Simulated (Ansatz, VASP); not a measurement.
Sc3Te: VASP beside Ansatz

The input INCAR:

```
  PREC = Accurate
  ENCUT = 520
  EDIFF = 1E-7
  ISMEAR = -1
  SIGMA = 0.05
  LREAL = F
  LASPH = T
  NELM = 100
  ALGO = Fast
  ISIF = 2
  LWAVE = F
  LCHARG = F
  GGA = PE
  NBANDS = 28
```

The input KPOINTS:

```
Automatic mesh
0
Gamma
  5 5 5
```

POSCAR

```
Sc3Te
1.0
    0.0000000000      3.5695000000      3.5695000000
    3.5695000000      0.0000000000      3.5695000000
    3.5695000000      3.5695000000      0.0000000000
Sc Te
3 1
Direct
    0.2500000000      0.2500000000      0.2500000000
    0.7500000000      0.7500000000      0.7500000000
    0.5000000000      0.5000000000      0.5000000000
    0.0000000000      0.0000000000      0.0000000000
```

input.yaml

```yaml
crystal:
  lattice:
    - [0.0, 3.5695, 3.5695]
    - [3.5695, 0.0, 3.5695]
    - [3.5695, 3.5695, 0.0]
  atoms:
    - { symbol: Sc, position: [0.25, 0.25, 0.25] }
    - { symbol: Sc, position: [0.75, 0.75, 0.75] }
    - { symbol: Sc, position: [0.5, 0.5, 0.5] }
    - { symbol: Te, position: [0.0, 0.0, 0.0] }
hamiltonian:
  xc: pbe
  pseudopotentials: { kind: paw }
kpoints:
  mp_grid: { grid: [5, 5, 5] }
scf:
  occupations: { method: fermi_dirac, width: 0.05 }
output:
  forces: true
  stress: true
  eigenvalues: true
```

The cell was built by a generator and needn't be a form met in nature.

Alike in both runs: task single point; functional PBE; k mesh 5 × 5 × 5; occupations fermi-dirac, width 0.05 eV; no spin polarisation.

```csv
,VASP,Ansatz
version,VASP 6.6.1,Ansatz 0.2.0
potentials or method,"VASP PAW PBE potentials, release 64 (Sc_sv, Te)",Ansatz PAW
plane-wave cutoff (eV),520,420
valence electrons in the cell,39,49
```

```csv
,VASP,Ansatz,Ansatz less VASP
gap on the k mesh at the Fermi level (eV),none,none,-
pressure (GPa),-0.1,-0.1,-0.07
```

A gap of «none» marks a metal or a gap that the smearing closes. The two sets of potentials don't hold the same shells in valence.

Spin-orbit coupling is left out, which matters for the levels of Te.
